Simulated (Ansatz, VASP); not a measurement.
# SiO2 in two plane-wave programs, part 2 of 2

Aim: how closely do two programs agree when they are given the same cell, functional and k mesh? The cell is taken from a series of runs on this material, whose earlier steps may have relaxed, scaled, displaced or heated it; both programs get it as it stands.

VASP 6.6.1 and Ansatz 0.2.0.

So far. Step 2 (VASP: single point, PBE0): The run ends at a pressure of 1.39 GPa, with forces up to 0.047 eV/Å.

### Step 3. Ansatz: single point, PBE0

Level of this step: Ansatz beside VASP: Kohn-Sham DFT, plane waves, PBE0 (Ansatz).

Ansatz runs on its PAW soft_1 files.

The same cell, functional and mesh now go to Ansatz, which takes its cutoff from its data sets.

Contents of input.yaml:

```yaml
crystal:
  lattice:
    - [4.91636, 0.0, 0.0]
    - [-2.45818, 4.2576926541, 0.0]
    - [0.0, 0.0, 5.4084]
  atoms:
    - { symbol: Si, position: [0.46973, 0.0, 0.6666666667] }
    - { symbol: Si, position: [0.0, 0.46973, 0.3333333333] }
    - { symbol: Si, position: [0.53027, 0.53027, 0.0] }
    - { symbol: O, position: [0.41354, 0.26758, 0.78558] }
    - { symbol: O, position: [0.73242, 0.14596, 0.4522466667] }
    - { symbol: O, position: [0.85404, 0.58646, 0.1189133333] }
    - { symbol: O, position: [0.26758, 0.41354, 0.21442] }
    - { symbol: O, position: [0.14596, 0.73242, 0.5477533333] }
    - { symbol: O, position: [0.58646, 0.85404, 0.8810866667] }
kpoints:
  mp_grid: { grid: [6, 6, 4] }
  band_path:
    path:
      - [0.0, 0.0, 0.0]
      - [0.5, 0.0, 0.0]
      - [0.33333333, 0.33333333, 0.0]
      - [0.0, 0.0, 0.5]
      - [0.5, 0.0, 0.5]
      - [0.33333333, 0.33333333, 0.5]
      - [0.0, 0.0, 0.05]
    npoints: 1
hamiltonian:
  xc: pbe0
  pseudopotentials: { kind: paw, azcp: { folder: soft_1 } }
scf:
  occupations: { method: fixed }
  n_extra_bands: 7
output:
  eigenvalues: true
  write_density: true
  write_potential: true
  elf: true
  volumetric_format: npy
```

Started as:

```bash
> ansatz run input.yaml --threads 3 --pin off --max-ram 92160MiB --backend cuda --events-out ev --progress --plain --runs-dir out --devices 1 --max-vram 13GiB
```

Numbers of over 12 decimals in the logs are rounded to 6 here.

Output:

```text
scf.n_extra_bands = 7 over 24 filled bands (N_el = 48.0): the run solves 31 bands
GPUs: using 1 of 1 available (devices: 1).
Engine: ansatz 0.2.0, x86_64-unknown-linux-gnu
Pseudopotentials: kind: paw
Pseudopotential: Si, paw, valence charge 4, recommended cutoff 420 eV (normal), soft_1/Si.paw.azcp
Pseudopotential: O, paw, valence charge 6, recommended cutoff 420 eV (normal), soft_1/O.paw.azcp
Functional definition: PBE0
  parameter a = 0.25
  parameter kappa = 0.804
  parameter beta = 0.066725
  exchange = (1 - a)*pbe_x(kappa = kappa, mu = beta*pi^2/3) + a*exact_x
  correlation = pbe_c(beta = beta)
davidson cushion auto → on  (no smearing: the cushion is to keep the highest requested band from converging to the state above it; pin scf.eigensolver.cushion to override)
device memory: the entry about to start is reckoned to put 1.3 GiB on a device that reports 36.2 GiB free (of which the cap on the GPU budget leaves the run 13.0 GiB)
GPU FFT provider: cuFFT
GPU libraries: cuBLAS 13.8.2, cuFFT 12.4.0, cuSOLVER 12.3.4
Crystal: 9 atoms, lattice volume = 113.211 Å³
Basis set: ecut = 420 eV, 2209 PW (Γ)
Bands: 31, of which v1, the nominal top of the filled ones, is band 24 counted from 1 (23 counted from 0)
Symmetry: 6 space group operations
Space group: P3221 (ITA 154), of the structure as read, at distance tolerance 4.8e-5 Å
k-points: 24 of 144 (time reversal used)
Non-local potential: Si, projectors of the file, l = 0: 2, l = 1: 2, l = 2: 1
Non-local potential: O, projectors of the file, l = 0: 2, l = 1: 2, l = 2: 1
PAW form: soft (Blöchl's): semilocal exchange-correlation on the pseudo side does not see the compensation charge
PAW frozen core: Si, regenerated for the run's functional, and the local potential with it (the file was generated under x = pbe(κ = 0.804, μ = 0.219515), c = pbe(β = 0.066725))
PAW frozen core: O, regenerated for the run's functional, and the local potential with it (the file was generated under x = pbe(κ = 0.804, μ = 0.219515), c = pbe(β = 0.066725))
PAW one-centre angular grid: Si, 110 points (default); XC on 64 Gauss nodes
PAW one-centre angular grid: O, 110 points (default); XC on 64 Gauss nodes
Initial density: superposition of atomic densities (chi_scale 0.1, normalization cell, long waves kept (reshape's long-wave potential 0.01 eV rms))
Initial wavefunctions: pseudopotential atomic-orbital guess
GPU buffer pool allocated for 51840 grid points (all kernels)
GPU transforms: local potential and band sums: pruned to the plane-wave sphere, on 36×36×40
Functional: x = pbe(κ = 0.804, μ = 0.219515), c = pbe(β = 0.066725), warm-up for x = 0.75 pbe(κ = 0.804, μ = 0.219515) + 0.25 exact, c = pbe(β = 0.066725)
SCF iter   1: F=—  HF=-5327.214377 eV  |F-HF|=—  |Δ(HF+E_count)|=         —  Δρ=1.36e-1  dr2=1.86e1  ethr=1.00e-1  ⟨swp⟩=5.3  Hψ=2774  notcnv=0
preconditioner: auto → none  [insulator: Δε(μ)=7.399 eV  Ē_g=17.824 eV  n_scr=22 (ndim 8)  ℏωp=24.2 eV  f_vac=0.003]
SCF iter   2: F=—  HF=-5322.665348 eV  |F-HF|=—  |Δ(HF+E_count)|=    4.55e0  Δρ=6.84e-2  dr2=2.21e0  ethr=3.87e-2  ⟨swp⟩=3.1  Hψ=2213  notcnv=0
SCF iter   3: F=—  HF=-5322.129374 eV  |F-HF|=—  |Δ(HF+E_count)|=   5.36e-1  Δρ=2.20e-2  dr2=2.28e-1  ethr=4.60e-3  ⟨swp⟩=3.1  Hψ=2037  notcnv=0  defer=1
iter 4 solved again at ethr=1.73e-5 eV; its pass at ethr=4.76e-4 eV (dr2=8.32e-3 eV) is discarded
SCF iter   4: F=—  HF=-5322.172194 eV  |F-HF|=—  |Δ(HF+E_count)|=   4.28e-2  Δρ=2.93e-3  dr2=9.37e-3  ethr=1.73e-5  ⟨swp⟩=4.2  Hψ=4127  notcnv=0
SCF iter   5: F=-5322.168336 eV  HF=-5322.169163 eV  |F-HF|=8.27e-4  |Δ(HF+E_count)|=   3.03e-3  Δρ=1.11e-3  dr2=1.30e-3  ethr=1.73e-5  ⟨swp⟩=3.0  Hψ=1729  notcnv=0
SCF 1 stopped early in 5 iterations: F = -5322.168336 eV  dr2 = 1.30e-3
  greatest PAW one-centre occupation: 0.861 electrons in one spin orbital (limit 2), on the O atom at site 8 (counted from 0), in its partial waves of l = 0
device memory: the entry about to start is reckoned to put 1.6 GiB (of the 1.8 GiB reckoned in all, the device holds 0.1 GiB already) on a device that reports 36.1 GiB free (of which the cap on the GPU budget leaves the run 12.9 GiB)
GPU FFT provider: cuFFT
GPU libraries: cuBLAS 13.8.2, cuFFT 12.4.0, cuSOLVER 12.3.4
Initial density: handed on by an earlier stage of this run
Initial wavefunctions: those handed on with the density
GPU buffer pool allocated for 51840 grid points (all kernels)
GPU transforms: local potential and band sums: pruned to the plane-wave sphere, on 36×36×40
Functional: x = 0.75 pbe(κ = 0.804, μ = 0.219515) + 0.25 exact, c = pbe(β = 0.066725)
Exchange kernel: α = 0.2500, full range, Wigner–Seitz truncation, v(0) = 22014.7372 eV·Å³, q-mesh 6×6×4, nearest image of the exchange supercell L = 21.63 Å, pair-density grid 24×24×27, without the augmentation charges, whose exchange is taken in its separable form by FFT convolution over the k-point mesh (sized by the pseudopotential files, 30×30×40 at the most), smooth part of the exact exchange by density-matrix convolution in up to 4.59 GiB of GPU memory as planned if the GPU has room (build and FFT work areas not counted)
Frozen-core exchange: fock
SCF iter   1: F=—  HF=-5324.323765 eV  |F-HF|=—  |Δ(HF+E_count)|=         —  Δρ=6.82e-3  dr2=4.62e-2  ethr=2.71e-5  ⟨swp⟩=7.1  Hψ=3502  notcnv=0
preconditioner: auto → none  [insulator: Δε(μ)=8.588 eV  Ē_g=19.892 eV  n_scr=22 (ndim 8)  ℏωp=24.2 eV  f_vac=0.111]
SCF iter   2: F=—  HF=-5324.308774 eV  |F-HF|=—  |Δ(HF+E_count)|=   1.50e-2  Δρ=2.36e-3  dr2=8.53e-3  ethr=2.71e-5  ⟨swp⟩=3.2  Hψ=1948  notcnv=0
SCF iter   3: F=—  HF=-5324.324875 eV  |F-HF|=—  |Δ(HF+E_count)|=   1.61e-2  Δρ=9.72e-4  dr2=9.11e-4  ethr=1.31e-5  ⟨swp⟩=4.0  Hψ=2470  notcnv=0
SCF iter   4: F=—  HF=-5324.324730 eV  |F-HF|=—  |Δ(HF+E_count)|=   1.45e-4  Δρ=2.27e-4  dr2=6.84e-5  ethr=1.61e-6  ⟨swp⟩=3.0  Hψ=1842  notcnv=0
SCF iter   5: F=—  HF=-5324.325053 eV  |F-HF|=—  |Δ(HF+E_count)|=   3.23e-4  Δρ=1.73e-4  dr2=2.39e-5  ethr=8.78e-8  ⟨swp⟩=5.0  Hψ=2730  notcnv=0
SCF iter   6: F=-5324.325044 eV  HF=-5324.325044 eV  |F-HF|=1.84e-7  |Δ(HF+E_count)|=   9.44e-6  Δρ=1.70e-5  dr2=8.28e-7  ethr=4.87e-8  ⟨swp⟩=3.4  Hψ=2107  notcnv=0
SCF 2 stopped early in 6 iterations: F = -5324.325044 eV  dr2 = 8.28e-7
  greatest PAW one-centre occupation: 0.864 electrons in one spin orbital (limit 2), on the O atom at site 6 (counted from 0), in its partial waves of l = 0
hybrid outer 1: dexx = +2.080e-2 eV, tail = 3.63e-5 eV
GPU FFT provider: cuFFT
GPU libraries: cuBLAS 13.8.2, cuFFT 12.4.0, cuSOLVER 12.3.4
GPU buffer pool allocated for 51840 grid points (all kernels)
GPU transforms: local potential and band sums: pruned to the plane-wave sphere, on 36×36×40
Exchange kernel: α = 0.2500, full range, Wigner–Seitz truncation, v(0) = 22014.7372 eV·Å³, q-mesh 6×6×4, nearest image of the exchange supercell L = 21.63 Å, pair-density grid 24×24×27, without the augmentation charges, whose exchange is taken in its separable form by FFT convolution over the k-point mesh (sized by the pseudopotential files, 30×30×40 at the most), smooth part of the exact exchange by density-matrix convolution in up to 4.59 GiB of GPU memory as planned if the GPU has room (build and FFT work areas not counted)
Frozen-core exchange: fock
SCF iter   1: F=—  HF=-5324.325306 eV  |F-HF|=—  |Δ(HF+E_count)|=         —  Δρ=5.16e-5  dr2=9.88e-7  ethr=3.78e-7  ⟨swp⟩=3.3  Hψ=1809  notcnv=0
preconditioner: auto → none  [insulator: Δε(μ)=8.591 eV  Ē_g=19.874 eV  n_scr=22 (ndim 8)  ℏωp=24.2 eV  f_vac=0.121]
SCF iter   2: F=—  HF=-5324.325307 eV  |F-HF|=—  |Δ(HF+E_count)|=   1.24e-6  Δρ=1.77e-5  dr2=2.42e-7  ethr=1.47e-9  ⟨swp⟩=5.5  Hψ=3115  notcnv=0  defer=5
iter 3 solved again at ethr=3.02e-11 eV; its pass at ethr=4.06e-10 eV (dr2=1.45e-8 eV) is discarded
SCF iter   3: F=-5324.325307 eV  HF=-5324.325307 eV  |F-HF|=1.38e-8  |Δ(HF+E_count)|=   1.28e-8  Δρ=6.03e-6  dr2=5.60e-8  ethr=3.02e-11  ⟨swp⟩=2.5  Hψ=4052  notcnv=0
SCF 3 converged in 3 iterations: F = -5324.325307 eV  dr2 = 5.60e-8
  greatest PAW one-centre occupation: 0.864 electrons in one spin orbital (limit 2), on the O atom at site 8 (counted from 0), in its partial waves of l = 0
hybrid outer 2: dexx = +4.335e-7 eV, tail = 1.30e-7 eV, Δε = 1.14e-3 eV (about 8.09e-5 eV left of the loop's levels)
device memory: the entry about to start is reckoned to put 0.6 GiB on a device that reports 47.0 GiB free (of which the cap on the GPU budget leaves the run 13.0 GiB)
NSCF: frozen V_eff on 7 k-points
hybrid SCF converged: 2 outer / 9 inner (+5 warm-up), last move |dexx| = 4.33e-7 eV, tail = 1.30e-7 eV
Stability not checked: this state was not tested for a lower state beside it, because the functional holds exact exchange (a hybrid, or Hartree-Fock), whose exchange loop this test does not read (fock_operator; see scf.lower_state_search)
Free energy (F): -5324.325307 eV
Frozen-core exchange: fock
Harris-Foulkes:  -5324.325307 eV  (|F-HF|=1.38e-8)
Internal energy: -5324.325307 eV  (E = F + TS)
E sigma→0 (E₀):  -5324.325307 eV
Fermi energy:    0.759198 eV
--- Per-component energies (eV) ---
  E_band       = -314.449542
  E_kinetic    = 1176.145274
  E_local      = -2936.163365  (includes V_loc(G=0)·N_el)
  E_nonlocal   = 373.155479
  E_hartree    = 1078.724629
  E_xc         = -466.954641
  E_vxc        = -540.112388  (∫ρ·V_xc dr)
  E_exx        = -158.481311  (= α·E_x^exact, valence–valence)
  E_paw        = -2500.136977  (= ΣΔE_a)
  E_vpaw       = -227.973838  (= ΣTr[D̂ρ^β])
  E_aug_tail   = 0.004963  (compensation charges beyond the density's cutoff)
  E_ewald      = -1890.297640
  E_core_change = -0.321718  (= ΣΔE_core)
  E_smearing   = -0.000000  (= −TS)
  E_closure    = -0.000000  (closes the sum)
  Σ components = -5324.325307   (vs F -5324.325307, Δ=0.00e0)
--- Band table (eV; the first three rows and the last of 24) ---
  k-point 0: bands = [... 20 lower, -0.3120, 0.0252, 0.4286, 0.4286, 9.3502, 12.8097, 12.8097, 13.3174, ... 3 higher]
  k-point 1: bands = [... 20 lower, -0.3656, 0.1867, 0.5129, 0.6561, 9.9701, 12.6706, 12.7009, 12.7699, ... 3 higher]
  k-point 2: bands = [... 20 lower, -0.4988, 0.5248, 0.5248, 0.6558, 11.3890, 11.3890, 12.4634, 13.3318, ... 3 higher]
  k-point 23: bands = [... 20 lower, -0.2224, -0.0420, 0.1384, 0.1384, 12.7429, 13.2714, 13.2714, 13.6694, ... 3 higher]
```

In the SCF lines HF is the Harris–Foulkes energy and dr2 the Hartree energy of the density residual, in eV; the loop may stop once dr2 is under the threshold and the program's other checks hold. Hψ counts applications of the Hamiltonian.

### Step 4. Comparison

Known differences besides the potentials themselves: exact exchange at q = 0 is treated differently, which shows on coarse meshes; VASP keeps PBE cores, Ansatz makes them for the functional; fixed occupations in Ansatz, narrow Gaussian smearing in VASP; the cutoff is 420 eV in Ansatz and 520 eV in VASP; VASP takes a coarser grid for exact exchange (PRECFOCK = Fast). Total energies have different zeros and are not compared.

Both answers:

```csv
quantity,Ansatz,VASP,difference
gap on the k mesh (eV),8.591,8.593,-0.002
```

A gap on the mesh is an upper bound, since the band edges may lie between its points.

### Step 5. Summary of results

```
difference in gap on the k mesh (single point, PBE0) : -0.0023 eV
```

The difference in gap on the k mesh is -0.0023 eV (single point, PBE0), within the 0.08 eV picked in this series as the mark of a large difference. Such differences can come from data sets, numerical settings and the points named under the comparisons, not from the functional's error against experiment.

[Lines on the potential files, build, host, timing and source positions are cut from VASP's logs without a mark.]

[Logs are printed without paths, hosts, clocks, repeated set-up lines and the standing remarks that a program may print on its own settings, such as how far it seeks lower states.]

[Hosts, paths, dates, database ids (printed as entryN), source tags and the programs' standing remarks are cut or masked in the printed files.]
